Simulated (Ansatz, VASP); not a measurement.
# Si in two plane-wave programs

Wanted: the spread between two codes on one cell, functional and k mesh. The structure shown is frame 42 of Ansatz's trajectory.

Main program and level: Ansatz 0.2.0; plane waves, with VASP 6.6.1 beside it; single point at PBE.

### Step 1. The starting structure

The cell holds 115 atoms: 115 Si. Its edges and angles: a = 12.779 Å, b = 12.779 Å, c = 12.779 Å, α = 90.0°, β = 90.0°, γ = 90.0°. As first built, before any earlier steps moved the atoms (in the runner's words): 115 atoms (115 Si) placed at random at 2.57 g/cm^3, melted at 2500 K for 20 ps at fixed volume with the modified Tersoff potential (Kumagai, Izumi, Hara and Sakai, Comput. Mater. Sci. 39, 457 (2007)). Snapshot at the end of a hold of 20 ps at 1770 K and fixed volume.

### Step 2. Ansatz: dynamics, PBE

Ansatz runs on its default PAW (the set named soft_2) files.

One frame of this run of dynamics is then solved in both programs, so the motion causes no difference.

The input, input.yaml:

```yaml
crystal:
  lattice:
    - [12.779, 0.0, 0.0]
    - [0.0, 12.779, 0.0]
    - [0.0, 0.0, 12.779]
  atoms:
    - { symbol: Si, position: [0.49623, 0.43912, 0.52088] }
    - { symbol: Si, position: [0.33011, 0.73917, 0.14382] }
    - { symbol: Si, position: [0.31778, 0.85279, 0.3358] }
    - { symbol: Si, position: [0.17617, 0.41505, 0.60936] }
    - { symbol: Si, position: [0.84108, 0.39775, 0.52832] }
    - { symbol: Si, position: [0.64041, 0.45706, 0.29286] }
    - { symbol: Si, position: [0.09325, 0.77932, 0.74373] }
    - { symbol: Si, position: [0.31269, 0.39925, 0.84225] }
    - { symbol: Si, position: [0.05819, 0.01531, 0.24032] }
    - { symbol: Si, position: [0.0521, 0.72378, 0.33186] }
    - { symbol: Si, position: [0.31066, 0.2233, 0.71441] }
    - { symbol: Si, position: [0.79296, 0.88887, 0.01493] }
    - { symbol: Si, position: [0.48789, 0.25894, 0.69771] }
    - { symbol: Si, position: [0.26906, 0.2462, 0.39299] }
    - { symbol: Si, position: [0.50976, 0.40246, 0.84822] }
    - { symbol: Si, position: [0.6107, 0.95569, 0.37104] }
    - { symbol: Si, position: [0.81275, 0.57523, 0.60273] }
    - { symbol: Si, position: [0.20304, 0.81114, 0.89279] }
    - { symbol: Si, position: [0.50556, 0.68267, 0.79663] }
    - { symbol: Si, position: [0.23394, 0.60114, 0.89896] }
    - { symbol: Si, position: [0.96252, 0.60553, 0.92025] }
    - { symbol: Si, position: [0.11257, 0.57678, 0.40352] }
    - { symbol: Si, position: [0.42106, 0.17735, 0.87981] }
    - { symbol: Si, position: [0.80822, 0.65024, 0.18368] }
    - { symbol: Si, position: [0.15801, 0.49424, 0.2456] }
    - { symbol: Si, position: [0.07102, 0.59653, 0.77368] }
    - { symbol: Si, position: [0.19077, 0.14513, 0.59076] }
    - { symbol: Si, position: [0.73027, 0.66697, 0.46961] }
    - { symbol: Si, position: [0.618, 0.76916, 0.2562] }
    - { symbol: Si, position: [0.93918, 0.07736, 0.61176] }
[... 79 atom lines left out ...]
    - { symbol: Si, position: [0.97407, 0.72869, 0.17258] }
    - { symbol: Si, position: [0.33816, 0.56451, 0.7197] }
    - { symbol: Si, position: [0.46974, 0.86989, 0.17923] }
    - { symbol: Si, position: [0.24804, 0.23236, 0.96913] }
    - { symbol: Si, position: [0.33979, 0.77688, 0.7449] }
    - { symbol: Si, position: [0.67908, 0.25566, 0.77096] }
kpoints:
  mp_grid: { grid: [1, 1, 1] }
hamiltonian:
  xc: pbe
scf:
  occupations: { method: fermi_dirac, width: 0.025 }
output:
  forces: true
md:
  timestep: 2.0
  n_steps: 126
  ensemble: nvt_langevin
  temperature: 300
  initial_velocities: maxwell_boltzmann
  seed: 3448
```

On the command line:

```bash
$ ansatz run input.yaml --threads 4 --pin off --max-ram 8192MiB --backend cpu --events-out ev --progress --plain --runs-dir out
```

Numbers of over 12 decimals in the logs are rounded to 6 here.

Output:

```text
Warning: md: disabling space-group detection — thermal motion breaks the input geometry's symmetry, so no spatial operation reduces the k-mesh or symmetrises the density; time reversal is kept, so that k and −k are solved as one point where they differ and the mesh holds both, and exact exchange and, on two spinor components, a DFT+U term hold to it where the run has them: on two components no moment then forms, and  [...]
Engine: ansatz 0.2.0, aarch64-unknown-linux-gnu
Pseudopotentials: kind: paw
Pseudopotential: Si, paw, valence charge 4, recommended cutoff 420 eV (normal), Si.paw.azcp
Functional definition: PBE
  parameter kappa = 0.804
  parameter beta = 0.066725
  exchange = pbe_x(kappa = kappa, mu = beta*pi^2/3)
  correlation = pbe_c(beta = beta)
Crystal: 115 atoms, lattice volume = 2086.847 Å³
Basis set: ecut = 420 eV, 40651 PW (Γ), exchange–correlation on 180×180×180 points (8 copies of the dense FFT grid, shifted against one another)
Bands: 345, of which v1, the nominal top of the filled ones, is band 230 counted from 1 (229 counted from 0)
Symmetry: 1 space group operations
k-points: 1
Non-local potential: Si, projectors of the file, l = 0: 2, l = 1: 2, l = 2: 2
PAW form: soft (Blöchl's): semilocal exchange-correlation on the pseudo side does not see the compensation charge
PAW one-centre angular grid: Si, 110 points (default); XC on 64 Gauss nodes
Initial density: superposition of atomic densities (neutral atoms: chi_scale 0, normalization atom), corrected by the library's trained network
Initial wavefunctions: pseudopotential atomic-orbital guess
Functional: x = pbe(κ = 0.804, μ = 0.219515), c = pbe(β = 0.066725)
SCF iter   1: F=—  HF=-73059.152712 eV  |F-HF|=—  |Δ(HF+E_count)|=         —  Δρ=4.41e-3  dr2=1.41e0  ethr=1.77e-3  ⟨swp⟩=6.0  Hψ=1616  notcnv=0  defer=42
preconditioner: auto → Kerker (q_TF=auto, 2.120 Å⁻¹)  [metal: Δε(μ)=0.045 eV  Ē_g=7.444 eV  σ=0.025 eV  W_gap=0.41  n_scr=340 (ndim 8)  ℏωp=17.4 eV  f_vac=0.000  D(μ)=53.94/eV (n_scr^D=364)]
SCF iter   2: F=—  HF=-73059.021271 eV  |F-HF|=—  |Δ(HF+E_count)|=   1.31e-1  Δρ=2.51e-3  dr2=3.85e-1  ethr=3.06e-4  ⟨swp⟩=1.0  Hψ=397  notcnv=0  defer=80
SCF iter   3: F=—  HF=-73058.971771 eV  |F-HF|=—  |Δ(HF+E_count)|=   4.95e-2  Δρ=4.14e-4  dr2=6.44e-3  ethr=8.38e-5  ⟨swp⟩=3.0  Hψ=471  notcnv=0  defer=91
SCF iter   4: F=—  HF=-73058.971972 eV  |F-HF|=—  |Δ(HF+E_count)|=   2.00e-4  Δρ=1.16e-4  dr2=1.16e-3  ethr=1.40e-6  ⟨swp⟩=2.0  Hψ=479  notcnv=0  defer=91
SCF iter   5: F=—  HF=-73058.972019 eV  |F-HF|=—  |Δ(HF+E_count)|=   4.77e-5  Δρ=4.43e-5  dr2=1.27e-4  ethr=2.53e-7  ⟨swp⟩=3.0  Hψ=515  notcnv=0  defer=91
SCF iter   6: F=—  HF=-73058.972098 eV  |F-HF|=—  |Δ(HF+E_count)|=   7.92e-5  Δρ=1.45e-5  dr2=2.15e-5  ethr=2.76e-8  ⟨swp⟩=2.0  Hψ=423  notcnv=0  defer=91
SCF iter   7: F=—  HF=-73058.972040 eV  |F-HF|=—  |Δ(HF+E_count)|=   5.83e-5  Δρ=6.06e-6  dr2=2.66e-6  ethr=4.68e-9  ⟨swp⟩=2.0  Hψ=514  notcnv=0  defer=91
SCF iter   8: F=—  HF=-73058.972041 eV  |F-HF|=—  |Δ(HF+E_count)|=   1.23e-6  Δρ=2.04e-6  dr2=3.73e-7  ethr=5.77e-10  ⟨swp⟩=2.0  Hψ=423  notcnv=0  defer=91
SCF iter   9: F=-73058.972041 eV  HF=-73058.972041 eV  |F-HF|=3.23e-9  |Δ(HF+E_count)|=   1.38e-7  Δρ=7.29e-7  dr2=3.89e-8  ethr=2.17e-11  ⟨swp⟩=4.0  Hψ=1041  notcnv=0
SCF 1 converged in 9 iterations: F = -73058.972041 eV  dr2 = 3.89e-8
  greatest PAW one-centre occupation: 0.700 electrons in one spin orbital (limit 2), on the Si atom at site 19 (counted from 0), in its partial waves of l = 0
md step     0: t =     0.00 fs  T =   297.4 K  F+E_penalty+E_count = -73058.97204142 eV  E_kin = 4.420692 eV  (9 SCF iters)
[...]
md step   124: t =   248.00 fs  T =   398.2 K  F+E_penalty+E_count = -73071.99333065 eV  E_kin = 5.918492 eV  (5 SCF iters)
md step   125: t =   250.00 fs  T =   401.2 K  F+E_penalty+E_count = -73072.05392372 eV  E_kin = 5.964459 eV  (4 SCF iters)
[...]
md step   126: t =   252.00 fs  T =   396.5 K  F+E_penalty+E_count = -73072.10668783 eV  E_kin = 5.894251 eV  (6 SCF iters)
SCF converged after 6 iterations
Free energy (F): -73072.106688 eV
Harris-Foulkes:  -73072.106688 eV  (|F-HF|=9.92e-9)
Internal energy: -73072.070560 eV  (E = F + TS)
E sigma→0 (E₀):  -73072.088624 eV
Entropy (-TS):   -0.036128 eV (-0.314 meV/atom)
Fermi energy:    7.539344 eV
--- Per-component energies (eV) ---
  E_band       = 1040.784441
  E_kinetic    = 4580.057942
  E_local      = -2392.923232  (includes V_loc(G=0)·N_el)
  E_nonlocal   = 2953.678735
  E_hartree    = 760.405195
  E_xc         = -6347.877247
  E_vxc        = -5375.905309  (∫ρ·V_xc dr)
  E_paw        = -58926.633661  (= ΣΔE_a)
  E_vpaw       = -244.936326  (= ΣTr[D̂ρ^β])
  E_aug_tail   = 0.000775  (compensation charges beyond the density's cutoff)
  E_ewald      = -13698.779067
  E_smearing   = -0.036128  (= −TS)
  E_closure    = -0.000000  (closes the sum)
  Σ components = -73072.106688   (vs F -73072.106688, Δ=0.00e0)
--- Forces (eV/Å), atoms counted from 1 ---
  atom   1  Si    -0.23578732    -0.32309162    -0.25503147
  atom   2  Si    -0.05291503     0.54440286    -0.61871343
  atom   3  Si     0.72989431    -0.50752356     0.00787791
  atom   4  Si     0.18713131    -0.62768595    -0.29845674
  atom   5  Si     0.04591440    -0.46210313    -0.65766571
  atom   6  Si     0.32794528    -0.12269192    -0.75041428
  atom   7  Si     0.06370679     0.09998967    -0.21801487
  atom   8  Si    -0.72569368    -0.14928669     0.26277923
  atom   9  Si     0.81884901     0.42235331     0.37355095
  atom  10  Si    -0.98748256     0.72399290     0.04336908
  atom  11  Si    -0.39865142     0.22120149    -0.28992607
  atom  12  Si     0.33325658     0.05963272     0.20498306
  atom  13  Si    -0.27041557     0.45709437    -0.30569778
  atom  14  Si    -0.01632394    -0.39448897     0.37815706
  atom  15  Si     1.02117299     0.41691895     0.48734194
  atom  16  Si     0.15906674    -0.33039702    -0.13771290
  atom  17  Si    -0.39853612     0.33299393     0.06008210
  atom  18  Si     0.50945881    -0.33961794    -0.16438063
  atom  19  Si    -0.34773367     0.60677464     0.18671722
  atom  20  Si    -0.33517658     0.30277856    -0.17860347
  atom  21  Si    -0.04878364    -0.07982411    -0.37612697
  atom  22  Si     0.21732730    -0.87341565     0.50060488
  atom  23  Si    -0.05781031    -0.24163902     0.55139512
  atom  24  Si     0.62880374     0.02524130    -0.39073127
[...]
atom 108  Si    -0.04624212     0.18292771     0.04838173
  atom 109  Si    -0.47481178     0.45208633     0.11501591
  atom 110  Si    -0.80903354     0.42106164     0.46285417
  atom 111  Si    -0.09075936     0.23215840    -0.50995012
  atom 112  Si    -0.48349068     0.30976445     0.26961765
  atom 113  Si     0.27523109    -0.30594220    -0.67174371
  atom 114  Si     0.19679996    -0.75034092     0.34736262
  atom 115  Si    -0.18592789     0.31327869    -0.09695562
  max |Σ_I F_I| component: 2.12e-5 eV/Å
--- MD trajectory: 126 steps, t = 0.0 → 252.0 fs ---
  final state: T = 396.5 K   F+E_penalty+E_count = -73072.10668783 eV   E_kin = 5.894251 eV
```

In the SCF lines HF is the Harris–Foulkes energy and dr2 the Hartree energy of the density residual, in eV; the loop may stop once dr2 is under the threshold and the program's other checks hold. Hψ counts applications of the Hamiltonian.

### Step 3. VASP: single point, PBE

The same cell, functional, mesh and smearing now go to VASP, with its own data sets.

Lines of VASP's logs that name or quote its potential files are left out, and so is its time.

The input, INCAR:

```
SYSTEM = Si
PREC = Accurate
ENCUT = 400
EDIFF = 1E-06
NELM = 120
ISMEAR = -1
SIGMA = 0.025
LREAL = Auto
ALGO = Normal
GGA = PE
NBANDS = 320
LORBIT = 11
LWAVE = .FALSE.
LCHARG = .FALSE.
ISIF = 2
LASPH = .TRUE.
GGA_COMPAT = .FALSE.
EFERMI = MIDGAP
NCORE = 4
```

The input, POSCAR:

```
Si
1.0
   12.7790000000      0.0000000000      0.0000000000
    0.0000000000     12.7790000000      0.0000000000
    0.0000000000      0.0000000000     12.7790000000
Si
115
Direct
    0.4919790281      0.4472963456      0.5389232334
    0.3203302293      0.7208154003      0.1353627044
    0.3401126849      0.8369982002      0.3422959543
    0.1629078958      0.3887158620      0.6037326864
    0.8241959465      0.3991079114      0.5121136239
    0.6448548400      0.4835276626      0.2922216136
    0.1046404257      0.7878863761      0.7238672823
    0.3054307849      0.3922059629      0.8405900305
    0.0549260506      0.9980906174      0.2439627514
    0.0416229752      0.7073479928      0.3396744659
    0.3027466938      0.2284764066      0.7241411691
    0.7799593082      0.9019015572      0.0196102981
    0.5248767509      0.2562954848      0.7016041944
    0.2851944597      0.2721261445      0.4176539635
    0.4998904453      0.3964394710      0.8447218092
    0.5968229126      0.9347758041      0.3641912513
    0.8163627827      0.5680413178      0.6008216605
    0.2060568120      0.7944596604      0.9146412082
    0.5188590657      0.6655137335      0.7966351045
    0.2331168323      0.6132952500      0.8812270131
    0.9666014555      0.5915877612      0.9212614446
    0.1448548400      0.5612567494      0.3921590109
    0.4340715236      0.1480397527      0.8784724939
    0.7846858127      0.6635417482      0.1874012051
    0.1836215666      0.4808200955      0.2214336020
    0.0819156429      0.5813835198      0.7736599108
    0.1995774317      0.1716018468      0.5749667423
    0.7179121997      0.7031223100      0.4964159950
    0.6242820252      0.7738164176      0.2439784021
    0.9320134596      0.1039283199      0.5966742312
[... 79 atom lines left out ...]
    0.9645199155      0.7215353314      0.1652711480
    0.3401283356      0.5721339698      0.7444635730
    0.4692620706      0.8904452618      0.1777682135
    0.2596525550      0.2333046404      0.9580561859
    0.3722278739      0.7944361844      0.7487753345
    0.7081383520      0.2492918069      0.7805931607
```

The input, KPOINTS:

```
Automatic mesh
0
Gamma
1 1 1
0 0 0
```

PAW data sets: Si (PBE family, release 64).

On the command line:

```bash
$ mpirun -np 16 vasp_gam
```

Output:

```text
[banner, memory and clock lines left out]
running   16 mpi-ranks, on    1 nodes
[...]
LDA part: xc-table for (Slater+PW92), standard interpolation
 POSCAR, INCAR and KPOINTS ok, starting setup
[...]
entering main loop
       N       E                     dE             d eps       ncg     rms          rms(c)
DAV:   1     0.190746711048E+04    0.19075E+04   -0.17243E+05   640   0.104E+03
DAV:   2    -0.327574550567E+03   -0.22350E+04   -0.20645E+04   848   0.194E+02
DAV:   3    -0.570668839088E+03   -0.24309E+03   -0.23227E+03   792   0.569E+01
DAV:   4    -0.578590162758E+03   -0.79213E+01   -0.78097E+01   800   0.118E+01
[...]
DAV:  16    -0.572498311725E+03   -0.21838E-05   -0.14147E-05   736   0.558E-03    0.682E-03
DAV:  17    -0.572498313188E+03   -0.14637E-05   -0.37150E-06   648   0.288E-03    0.272E-03
DAV:  18    -0.572498313699E+03   -0.51047E-06   -0.11047E-06   496   0.155E-03
   1 F= -.57249831E+03 E0= -.57247238E+03  d E =-.518667E-01
```

OUTCAR, selected parts (step 3):

```text
  Total      -15.9990227    -13.8562550    -37.3288483     -3.5203374      8.9048474      0.4872381
[...]
10.90950      3.37060      8.29720        -0.005042     -0.008726     -0.004840
      7.58610     10.00710      7.71440         0.502565     -1.296258      0.449026
      1.08860      3.79500     12.00410         0.085947      0.665687      0.072470
      9.55770      2.28500      4.69730        -0.573723     -0.440543     -0.578106
     10.07940     11.48700      3.36870        -0.213146     -0.744456      0.143649
      1.91900      0.91750      5.06090        -1.011904     -0.188929      0.340057
      2.97580      7.18750      0.72110        -0.086040      0.713635      0.577285
      7.53890     11.17000     11.84620        -0.200463     -0.387696      0.026316
     10.44650     12.22880      7.22820         0.490136     -0.330376      0.734439
      7.05200      4.24790      4.91310         0.261330      0.405138     -0.316138
      8.18340      0.00740      1.80630         0.139034     -0.108985     -0.474752
      6.17290      9.44630      0.45770         0.552427      0.049171      0.100677
     12.11890      3.37570      2.21260         0.441782     -0.060490     -0.607656
      3.25740      9.58090      7.66320        -0.360311      0.246184      0.107868
[...]
-----------------------------------------------------------------------------------
    total drift:                               -0.003468     -0.006293      0.003614

  FREE ENERGIE OF THE ION-ELECTRON SYSTEM (eV)
  ---------------------------------------------------
  free  energy   TOTEN  =      -572.4983136989 eV

  energy  without entropy=     -572.4464469730  energy(sigma->0) =     -572.47238034

[... 2 further parts left out ...]
[key lines of the parts left out:]
E-fermi :   7.0969
```

The run ends at a pressure of -1.72 GPa, with forces up to 2.1 eV/Å.

### Step 4. Side by side

Known differences besides the potentials themselves: the cutoff is 420 eV in Ansatz and 400 eV in VASP (PREC = Accurate, projectors in real space). Total energies have different zeros and are not compared.

Forces on 10 of the 115 atoms, those with the largest forces and the largest differences (eV/Å; atoms numbered as in POSCAR):

| atom | Ansatz x, y, z | VASP x, y, z |
| --- | --- | --- |
| Si19 | -1.571, 0.402, 0.614 | -1.567, 0.398, 0.610 |
| Si31 | 0.459, 1.355, -0.574 | 0.456, 1.352, -0.569 |
| Si46 | 0.273, 1.274, 1.489 | 0.272, 1.269, 1.484 |
| Si48 | 0.404, 0.836, 0.211 | 0.400, 0.829, 0.206 |
| Si52 | -0.456, 1.426, 0.216 | -0.454, 1.418, 0.218 |
| Si54 | 0.043, -1.556, 0.551 | 0.044, -1.547, 0.548 |
| Si81 | 1.262, -1.318, -1.099 | 1.260, -1.311, -1.095 |
| Si82 | 0.442, -0.243, 0.744 | 0.435, -0.239, 0.739 |
| Si93 | -0.382, -0.090, -0.861 | -0.381, -0.084, -0.853 |
| Si104 | -1.035, 1.160, 0.254 | -1.028, 1.155, 0.253 |

The forces differ by 3.2 meV/Å r.m.s., which is 0.6 % of the r.m.s. force of 0.498 eV/Å (both taken over all components).

### Step 5. What came out

```json
{
 "r.m.s. force difference (single point, PBE)": "0.64 % of the r.m.s. force"
}
```

In words: The r.m.s. force difference is 0.64 % of the r.m.s. force (single point, PBE), within the 3 % picked in this series as the mark of a large difference. 2 further runs of this series are not shown here. How closely two codes agree says nothing of how well the functional describes the real material.

[Lines on the potential files, build, host, timing and source positions are cut from VASP's logs without a mark.]

[Logs are printed without paths, hosts, clocks, repeated set-up lines and the standing remarks that a program may print on its own settings, such as how far it seeks lower states.]

[Hosts, paths, dates, database ids (printed as entryN), source tags and the programs' standing remarks are cut or masked in the printed files.]
